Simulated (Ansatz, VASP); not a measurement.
# Ge (Germanium) in two plane-wave programs

Wanted: the spread between two codes on one cell, functional and k mesh. The cell is taken from a series of runs on this material, whose earlier steps may have relaxed, scaled, displaced or heated it; both programs get it as it stands.

Calculated with Ansatz 0.2.0; plane waves, with VASP 6.6.1 beside it; zone-centre phonons at PBE with D3(BJ).

**1. The structure**

The structure is cubic, space group Fd-3m (No. 227). The conventional cell has a = 5.700 Å, b = 5.700 Å, c = 5.700 Å, α = 90.00°, β = 90.00°, γ = 90.00°. Ge has 4 Ge at 2.47 Å nearest.

Structure file:

```cif
data_structure
_symmetry_space_group_name_H-M 'Fd-3m:1'
_symmetry_Int_Tables_number 227
_cell_length_a 5.6996
_cell_length_b 5.6996
_cell_length_c 5.6996
_cell_angle_alpha 90.000
_cell_angle_beta 90.000
_cell_angle_gamma 90.000
_cell_volume 185.16
loop_
_atom_site_label
_atom_site_type_symbol
_atom_site_symmetry_multiplicity
_atom_site_Wyckoff_symbol
_atom_site_fract_x
_atom_site_fract_y
_atom_site_fract_z
_atom_site_occupancy
Ge1 Ge 8 b 0.00000 0.00000 0.50000 1
```

**2. Ansatz: zone-centre phonons, PBE with D3(BJ)**

Ansatz runs on its default PAW (the set named soft_2) files.

Second derivatives magnify differences that forces hide, and they need a tight electronic threshold.

Input file input.yaml:

```yaml
crystal:
  lattice:
    - [0.0, 2.8498237625, 2.8498237625]
    - [2.8498237625, 0.0, 2.8498237625]
    - [2.8498237625, 2.8498237625, 0.0]
  atoms:
    - { symbol: Ge, position: [0.0, 0.0, 0.0] }
    - { symbol: Ge, position: [0.25, 0.25, 0.25] }
kpoints:
  mp_grid: { grid: [16, 16, 16] }
hamiltonian:
  xc: pbe
  dispersion: d3bj
scf:
  occupations: { method: methfessel_paxton, width: 0.2 }
output:
  eigenvalues: true
phonons:
  method: dfpt
```

Command:

```sh
ansatz run input.yaml --threads 4 --pin off --max-ram 16384MiB --backend cpu --events-out ev --progress --plain --runs-dir out
```

Numbers of over 12 decimals in the logs are rounded to 6 here.

The log of the run:

```text
zone centre: on kpoints.mp_grid the ground state, and the responses unless they are solved on pairs of k-points, stand on 349 of the mesh's 4096 k-points, reduced under 8 symmetry operations, with k and −k counted as one. Each operation leaves every solved displacement unchanged or reverses it
Engine: ansatz 0.2.0, aarch64-unknown-linux-gnu
Pseudopotentials: kind: paw
Pseudopotential: Ge, paw, valence charge 14, recommended cutoff 420 eV (normal), Ge.paw.azcp
Functional definition: PBE
  parameter kappa = 0.804
  parameter beta = 0.066725
  exchange = pbe_x(kappa = kappa, mu = beta*pi^2/3)
  correlation = pbe_c(beta = beta)
Crystal: 2 atoms, lattice volume = 46.290 Å³
Basis set: ecut = 420 eV, 893 PW (Γ), exchange–correlation on 64×64×64 points (8 copies of the dense FFT grid, shifted against one another)
Bands: 18, of which v1, the nominal top of the filled ones, is band 14 counted from 1 (13 counted from 0)
Symmetry: 48 space group operations
k-points: 349 of 4096 (irreducible under 8 space group operations, time reversal used)
Non-local potential: Ge, projectors of the file, l = 0: 2, l = 1: 2, l = 2: 3, l = 3: 1
PAW form: soft (Blöchl's): semilocal exchange-correlation on the pseudo side does not see the compensation charge
PAW one-centre angular grid: Ge, 590 points (default); XC on 64 Gauss nodes
Initial density: superposition of atomic densities (neutral atoms: chi_scale 0, normalization atom), corrected by the library's trained network
Initial wavefunctions: pseudopotential atomic-orbital guess
Functional: x = pbe(κ = 0.804, μ = 0.219515), c = pbe(β = 0.066725)
SCF iter   1: F=—  HF=-8590.540000 eV  |F-HF|=—  |Δ(HF+E_count)|=         —  Δρ=1.51e-3  dr2=1.20e-3  ethr=1.77e-3  ⟨swp⟩=5.0  Hψ=27028  notcnv=0
preconditioner: auto → Kerker (q_TF=auto, 2.509 Å⁻¹)  [metal: Δε(μ)=0.115 eV  Ē_g=23.358 eV  σ=0.200 eV  W_gap=0.45  n_scr=14 (ndim 8)  ℏωp=28.9 eV  f_vac=0.082  D(μ)=0.05/eV (n_scr^D=0)]
SCF iter   2: F=—  HF=-8590.539615 eV  |F-HF|=—  |Δ(HF+E_count)|=   3.85e-4  S|Δr|=    0.00e0  Δρ=1.10e-3  dr2=6.39e-4  ethr=4.28e-6  ⟨swp⟩=2.0  Hψ=13389  notcnv=0
SCF iter   3: F=—  HF=-8590.539613 eV  |F-HF|=—  |Δ(HF+E_count)|=   2.03e-6  S|Δr|=    0.00e0  Δρ=6.27e-4  dr2=3.06e-4  ethr=2.28e-6  ⟨swp⟩=2.0  Hψ=9668  notcnv=0
SCF iter   4: F=—  HF=-8590.539739 eV  |F-HF|=—  |Δ(HF+E_count)|=   1.26e-4  S|Δr|=    0.00e0  Δρ=3.33e-4  dr2=3.13e-5  ethr=1.09e-6  ⟨swp⟩=2.0  Hψ=7699  notcnv=0
SCF iter   5: F=—  HF=-8590.539747 eV  |F-HF|=—  |Δ(HF+E_count)|=   7.89e-6  S|Δr|=    0.00e0  Δρ=6.02e-5  dr2=2.40e-6  ethr=1.12e-7  ⟨swp⟩=2.0  Hψ=11178  notcnv=0
SCF iter   6: F=—  HF=-8590.539749 eV  |F-HF|=—  |Δ(HF+E_count)|=   1.53e-6  S|Δr|=    0.00e0  Δρ=2.94e-5  dr2=1.70e-7  ethr=8.57e-9  ⟨swp⟩=3.0  Hψ=11182  notcnv=0
SCF iter   7: F=—  HF=-8590.539749 eV  |F-HF|=—  |Δ(HF+E_count)|=   4.76e-9  S|Δr|=    0.00e0  Δρ=1.40e-5  dr2=3.85e-8  ethr=6.06e-10  ⟨swp⟩=2.0  Hψ=10956  notcnv=0
SCF iter   8: F=—  HF=-8590.539748 eV  |F-HF|=—  |Δ(HF+E_count)|=   2.35e-8  S|Δr|=    0.00e0  Δρ=3.91e-6  dr2=2.97e-9  ethr=1.37e-10  ⟨swp⟩=2.0  Hψ=11173  notcnv=0
SCF iter   9: F=—  HF=-8590.539748 eV  |F-HF|=—  |Δ(HF+E_count)|=   2.84e-9  S|Δr|=    0.00e0  Δρ=6.54e-7  dr2=8.57e-11  ethr=1.06e-11  ⟨swp⟩=2.0  Hψ=10873  notcnv=0
SCF iter  10: F=-8590.539748 eV  HF=-8590.539748 eV  |F-HF|=0.00e0  |Δ(HF+E_count)|=  9.09e-11  S|Δr|=    0.00e0  Δρ=1.50e-8  dr2=6.15e-14  ethr=1.00e-12  ⟨swp⟩=4.0  Hψ=28637  notcnv=0
SCF 1 converged in 10 iterations: F = -8590.539748 eV  dr2 = 6.15e-14
  greatest PAW one-centre occupation: 0.998 electrons in one spin orbital (limit 2), on the Ge atom at site 1 (counted from 0), in its partial waves of l = 2
DFPT response loops at Γ: preconditioner auto → Kerker (q_TF=auto, 2.509 Å⁻¹) (partly filled bands, converged f_vac=0.073); β = 1.00, the filter's whole step (`scf.mixing.beta` (0.50) is not read by the response loops under this deck's `scf.mixing.preconditioner`; to damp them name `kerker` or `kerker_dos`, under which they read `scf.mixing.beta`, and type it under 1.00, their step now; both keys bind the ground state too); Broyden in place of MSR1
SCF converged after 10 iterations
Stability not checked: this state was not tested for a lower state beside it, because cold or Methfessel-Paxton smearing, or corrected tetrahedra, fill the levels in a way that the test cannot read (fill_not_monotonic; see scf.lower_state_search)
Free energy (F): -8590.539748 eV
Harris-Foulkes:  -8590.539748 eV  (|F-HF|=0.00e0)
Internal energy: -8590.539937 eV  (E = F + TS)
E sigma→0 (E₀):  -8590.539796 eV
Entropy (-TS):   0.000189 eV (0.094 meV/atom)
Fermi energy:    8.312449 eV
Step filling:    the computed levels leave a gap of 0.0000 eV = 0.0 smearing widths at the electron count; against every level under it full and every level over it empty, smearing changes F+E_penalty+E_count by +0.113 meV and its σ→0 estimate by +0.065 meV
--- Per-component energies (eV) ---
  E_band       = -305.445070
  E_kinetic    = 222.593187
  E_local      = -4972.523208  (includes V_loc(G=0)·N_el)
  E_nonlocal   = 836.847097
  E_hartree    = 2181.119235
  E_xc         = -151.007177
  E_vxc        = -129.034574  (∫ρ·V_xc dr)
  E_paw        = -4039.573746  (= ΣΔE_a)
  E_vpaw       = -625.566640  (= ΣTr[D̂ρ^β])
  E_aug_tail   = 0.000601  (compensation charges beyond the density's cutoff)
  E_ewald      = -2667.414858
  E_disp       = -0.581070  (pairwise vdW)
  E_smearing   = 0.000189  (= −TS)
  E_closure    = 0.000000  (closes the sum)
  Σ components = -8590.539748   (vs F -8590.539748, Δ=0.00e0)
--- Band table (eV; the first three rows and the last of 349) ---
  k-point 0: bands = [... 10 lower, -4.3213, 8.1150, 8.2854, 8.2854, 8.2854, 10.8257, 10.8257, 10.8257]
  k-point 1: bands = [... 10 lower, -4.2745, 7.0875, 8.1902, 8.1902, 9.0021, 10.9528, 10.9528, 11.0194]
  k-point 2: bands = [... 10 lower, -4.1350, 5.8978, 7.9602, 7.9602, 9.2245, 11.2622, 11.2622, 11.7043]
  k-point 348: bands = [... 10 lower, -0.4273, -0.4273, 4.4871, 4.4871, 12.5181, 12.5181, 12.9855, 12.9855]
--- Phonons (Γ-DFPT): 1 representative perturbation + reference, on 349 of 4096 k-points (Σ response iterations 3) ---
  k mesh reduced under 8 symmetry operations, with k and −k counted as one. Each operation leaves every solved displacement unchanged or reverses it
  ASR residual: 4.212e-6 → 0.000e0 eV/Å²; symmetrization residual: 1.281e-12 eV/Å²
  pairwise dispersion correction: d3bj (s6 = 1.0, s8 = 0.7875, a1 = 0.4289, a2_bohr = 4.4407), with the weights of each atom's references fixed at the reference crystal's, and the forces and stress that the weights' published response gives there kept as a pressure on the atom's counted neighbours (hamiltonian.dispersion)
  ASR residual per site (eV/Å²): 4.21e-6 4.21e-6
  Γ frequencies (cm⁻¹): 0.00 0.00 0.00 284.08 284.08 284.08
  non-analytic LO–TO correction: not included (Born effective charges unavailable; polar crystals: no LO–TO splitting at Γ)
```

In the SCF lines HF is the Harris–Foulkes energy and dr2 the Hartree energy of the density residual, in eV; the loop may stop once dr2 is under the threshold and the program's other checks hold. Hψ counts applications of the Hamiltonian.

**3. VASP: zone-centre phonons, PBE with D3(BJ)**

The same cell, functional, mesh and smearing now go to VASP, with its own data sets.

Lines of VASP's logs that name or quote its potential files are left out, and so is its time.

Input file INCAR:

```
SYSTEM = Ge
PREC = Accurate
ENCUT = 500
EDIFF = 1E-08
NELM = 120
ISMEAR = 1
SIGMA = 0.2
LREAL = .FALSE.
ALGO = Normal
GGA = PE
IVDW = 12
NBANDS = 20
LORBIT = 11
LWAVE = .FALSE.
LCHARG = .FALSE.
ISIF = 2
IBRION = 6
NFREE = 2
POTIM = 0.015
NSW = 1
LASPH = .TRUE.
GGA_COMPAT = .FALSE.
KPAR = 2
```

Input file POSCAR:

```
Ge
1.0
    0.0000000000      2.8498237625      2.8498237625
    2.8498237625      0.0000000000      2.8498237625
    2.8498237625      2.8498237625      0.0000000000
Ge
2
Direct
    0.0000000000      0.0000000000      0.0000000000
    0.2500000000      0.2500000000      0.2500000000
```

Input file KPOINTS:

```
Automatic mesh
0
Gamma
16 16 16
0 0 0
```

Potentials, in the order of the species: Ge_d (PBE family, release 64).

Command:

```sh
mpirun -np 2 vasp_std
```

The log of the run:

```text
[banner, memory and clock lines left out]
running    2 mpi-ranks, on    1 nodes
 distrk:  each k-point on    1 cores,    2 groups
 distr:  one band on    1 cores,    1 groups

 POSCAR found type information on POSCAR Ge
 POSCAR found :  1 types and       2 ions
 LDA part: xc-table for (Slater+PW92), standard interpolation
 POSCAR, INCAR and KPOINTS ok, starting setup
 FFT: planning ... GRIDC
 FFT: planning ... GRID_SOFT
 FFT: planning ... GRID
 WAVECAR not read
 entering main loop
       N       E                     dE             d eps       ncg     rms          rms(c)
DAV:   1     0.179492137176E+03    0.17949E+03   -0.14550E+04  6172   0.369E+03
DAV:   2     0.161134227571E+02   -0.16338E+03   -0.15914E+03  5804   0.592E+02
DAV:   3    -0.831265758955E+01   -0.24426E+02   -0.24250E+02  6532   0.143E+02
DAV:   4    -0.909448707284E+01   -0.78183E+00   -0.78129E+00  6500   0.301E+01
DAV:   5    -0.910768930165E+01   -0.13202E-01   -0.13202E-01  6548   0.424E+00    0.310E+00
DAV:   6    -0.905385610581E+01    0.53833E-01   -0.20913E-02  6628   0.152E+00    0.184E+00
DAV:   7    -0.902544701251E+01    0.28409E-01   -0.46425E-02  6308   0.203E+00    0.145E-01
DAV:   8    -0.902712378828E+01   -0.16768E-02   -0.59634E-03  6424   0.101E+00    0.415E-02
DAV:   9    -0.902727293617E+01   -0.14915E-03   -0.23793E-04  6440   0.222E-01    0.153E-02
DAV:  10    -0.902729448368E+01   -0.21548E-04   -0.44443E-05  6992   0.735E-02    0.589E-03
DAV:  11    -0.902729641192E+01   -0.19282E-05   -0.63964E-06  7364   0.436E-02    0.154E-03
DAV:  12    -0.902729638446E+01    0.27461E-07   -0.25361E-07  7416   0.933E-03    0.397E-04
DAV:  13    -0.902729634661E+01    0.37844E-07   -0.42270E-08  6068   0.309E-03    0.166E-04
DAV:  14    -0.902729633264E+01    0.13977E-07   -0.25182E-09  4076   0.492E-04    0.192E-05
DAV:  15    -0.902729633680E+01   -0.41609E-08   -0.30395E-10  3404   0.192E-04
   1 F= -.96082164E+01 E0= -.96082810E+01  d E =0.193911E-03
 Found     1 degrees of freedom:
 Finite differences POTIM= 0.01500 DOF=   1
 bond charge predicted
       N       E                     dE             d eps       ncg     rms          rms(c)
DAV:   1    -0.902494608665E+01    0.23502E-02   -0.99161E-01 27636   0.818E+00    0.552E-02
DAV:   2    -0.902606953806E+01   -0.11235E-02   -0.11548E-02 26744   0.114E+00    0.312E-02
DAV:   3    -0.902608362495E+01   -0.14087E-04   -0.25384E-04 30612   0.172E-01    0.117E-02
DAV:   4    -0.902608343533E+01    0.18962E-06   -0.13300E-05 32496   0.436E-02    0.221E-03
DAV:   5    -0.902608333475E+01    0.10058E-06   -0.12696E-06 30680   0.157E-02    0.775E-04
DAV:   6    -0.902608333630E+01   -0.15507E-08   -0.79404E-08 27312   0.278E-03
   2 F= -.96070106E+01 E0= -.96070719E+01  d E =0.183856E-03
 Finite differences progress:
  Degree of freedom:   1/  1
  Displacement:        1/  2
  Total:               1/  2
 bond charge predicted
       N       E                     dE             d eps       ncg     rms          rms(c)
DAV:   1    -0.902347812791E+01    0.26052E-02   -0.22969E+00 28528   0.118E+01    0.104E-01
DAV:   2    -0.902606823497E+01   -0.25901E-02   -0.26928E-02 27548   0.162E+00    0.623E-02
DAV:   3    -0.902608282453E+01   -0.14590E-04   -0.66426E-04 35396   0.284E-01    0.139E-02
DAV:   4    -0.902608371317E+01   -0.88865E-06   -0.32071E-05 29832   0.607E-02    0.421E-03
DAV:   5    -0.902608334293E+01    0.37024E-06   -0.27815E-06 33360   0.211E-02    0.110E-03
DAV:   6    -0.902608338448E+01   -0.41553E-07   -0.28950E-07 27748   0.606E-03    0.380E-04
DAV:   7    -0.902608340342E+01   -0.18934E-07   -0.29948E-08 23348   0.162E-03    0.137E-04
DAV:   8    -0.902608339315E+01    0.10267E-07   -0.10169E-08 15712   0.171E-03    0.805E-05
DAV:   9    -0.902608339776E+01   -0.46120E-08   -0.24896E-09 14512   0.806E-04
   3 F= -.96070106E+01 E0= -.96070719E+01  d E =0.183846E-03
 Finite differences progress:
  Degree of freedom:   1/  1
  Displacement:        2/  2
  Total:               2/  2
```

(Part 1 of 2 ends here.)

[Lines on the potential files, build, host, timing and source positions are cut from VASP's logs without a mark.]

[Logs are printed without paths, hosts, clocks, repeated set-up lines and the standing remarks that a program may print on its own settings, such as how far it seeks lower states.]

[Hosts, paths, dates, database ids (printed as entryN), source tags and the programs' standing remarks are cut or masked in the printed files.]
